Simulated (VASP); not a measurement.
Level of theory: PBEsol GGA, VASP's PBE PAW potentials (set 64) (plane waves; VASP).

VASP ran on this input.

**POSCAR**
```
Al
1.0
  0.0000000000   2.0250000000   2.0250000000
  2.0250000000   0.0000000000   2.0250000000
  2.0250000000   2.0250000000   0.0000000000
Al
1
direct
  0.0000000000   0.0000000000   0.0000000000
```

### KPOINTS
```
Automatic mesh
0
Gamma
14 14 14
0 0 0
```

**INCAR**
```
! general
SYSTEM = Al
PREC   = Accurate
ENCUT  = 400   ! plane-wave cut-off (eV)
LREAL  = .False.   ! projection in real space or not
LASPH  = .True.   ! aspherical one-centre terms

! electronic loop
EDIFF  = 1E-6
NELM   = 100   ! most electronic steps
ALGO   = Normal   ! blocked Davidson

! smearing
ISMEAR = 1   ! Methfessel-Paxton
SIGMA  = 0.1   ! width (eV)

! functional
GGA    = PS   ! PBEsol

! ions
IBRION = 2
NSW    = 60   ! most ionic steps
ISIF   = 3   ! ions, shape and volume
EDIFFG = -0.01   ! ionic stop

! output
LWAVE  = .False.
LCHARG = .False.
```

POTCAR, in this order: Al (PBE.64 set). Program: vasp_std.

Output of the run:

**OSZICAR**
```
       N       E                     dE             d eps       ncg     rms          rms(c)
DAV:   1    -0.261644865041E+01   -0.26164E+01   -0.75685E+02  1220   0.254E+02
DAV:   2    -0.409973960931E+01   -0.14833E+01   -0.13462E+01  1370   0.259E+01
DAV:   3    -0.411002953561E+01   -0.10290E-01   -0.10081E-01  1400   0.246E+00
DAV:   4    -0.411005856104E+01   -0.29025E-04   -0.29025E-04  1445   0.124E-01
DAV:   5    -0.411005874235E+01   -0.18131E-06   -0.18129E-06  1390   0.755E-03    0.139E+00
DAV:   6    -0.409284342686E+01    0.17215E-01   -0.23272E-03  1250   0.316E-01    0.789E-01
DAV:   7    -0.408121993540E+01    0.11623E-01   -0.63530E-03  1260   0.503E-01    0.166E-01
DAV:   8    -0.408120559568E+01    0.14340E-04   -0.31986E-05  1330   0.583E-02    0.876E-03
DAV:   9    -0.408120484119E+01    0.75449E-06   -0.53519E-07  1280   0.506E-03
   1 F= -.40812048E+01 E0= -.40813415E+01  d E =-.408120E+01
       N       E                     dE             d eps       ncg     rms          rms(c)
DAV:   1    -0.408491889469E+01   -0.37133E-02   -0.57179E-02  1325   0.152E+00    0.210E-01
DAV:   2    -0.408464032443E+01    0.27857E-03   -0.37028E-04  1135   0.159E-01    0.733E-02
DAV:   3    -0.408446097070E+01    0.17935E-03   -0.65942E-05  1335   0.475E-02    0.264E-02
DAV:   4    -0.408444666931E+01    0.14301E-04   -0.78934E-06  1360   0.165E-02    0.162E-02
DAV:   5    -0.408444670564E+01   -0.36329E-07   -0.57655E-08   625   0.245E-03
   2 F= -.40844467E+01 E0= -.40845280E+01  d E =-.324186E-02
       N       E                     dE             d eps       ncg     rms          rms(c)
DAV:   1    -0.408457938667E+01   -0.13272E-03   -0.13634E-03  1325   0.235E-01    0.321E-02
DAV:   2    -0.408457204354E+01    0.73431E-05   -0.88805E-06  1110   0.247E-02    0.115E-02
DAV:   3    -0.408456704804E+01    0.49955E-05   -0.16289E-06  1235   0.743E-03    0.404E-03
DAV:   4    -0.408456651072E+01    0.53732E-06   -0.16629E-07   570   0.244E-03
   3 F= -.40845665E+01 E0= -.40846641E+01  d E =-.336167E-02
```

### OUTCAR
```
------------------------ aborting loop because EDIFF is reached ----------------------------------------
  FORCE on cell =-STRESS in cart. coord.  units (eV):
  Direction    XX          YY          ZZ          XY          YZ          ZX
  --------------------------------------------------------------------------------------
  Total        0.0004267      0.0004267      0.0004267     -0.0000000     -0.0000000      0.0000000
  in kB        0.0423579      0.0423579      0.0423579     -0.0000000     -0.0000000      0.0000000
  external PRESSURE =       0.0423579 kB  Pullay stress =       0.0000000 kB
  volume of cell :       16.14
      direct lattice vectors                 reciprocal lattice vectors
     0.000000000  2.005780661  2.005780661    -0.249279500  0.249279500  0.249279500
     2.005780661 -0.000000000  2.005780661     0.249279500 -0.249279500  0.249279500
     2.005780661  2.005780661  0.000000000     0.249279500  0.249279500 -0.249279500
 POSITION                                       TOTAL-FORCE (eV/Angst)
 -----------------------------------------------------------------------------------
      0.00000      0.00000      0.00000        -0.000000      0.000000     -0.000000
 -----------------------------------------------------------------------------------
    total drift:                                0.000000      0.000000     -0.000000
  FREE ENERGIE OF THE ION-ELECTRON SYSTEM (eV)
  ---------------------------------------------------
  free  energy   TOTEN  =        -4.0845665107 eV

  energy  without entropy=       -4.0848592570  energy(sigma->0) =       -4.08466409

 reached required accuracy - stopping structural energy minimisation
```
(Selected blocks of OUTCAR.)

### CONTCAR
```
Al
   1.00000000000000
     0.0000000000000000    2.0057806612807951    2.0057806612807951
     2.0057806612807947   -0.0000000000000000    2.0057806612807951
     2.0057806612807947    2.0057806612807951    0.0000000000000000
  Al
     1
Direct
     0.0000000000000000    0.0000000000000000    0.0000000000000000
```

Energy and stress use the plane-wave basis of the starting cell.

The compound is Al in the fcc structure. This run relaxes it. Symmetry was kept, so distortions that lower it aren't found.
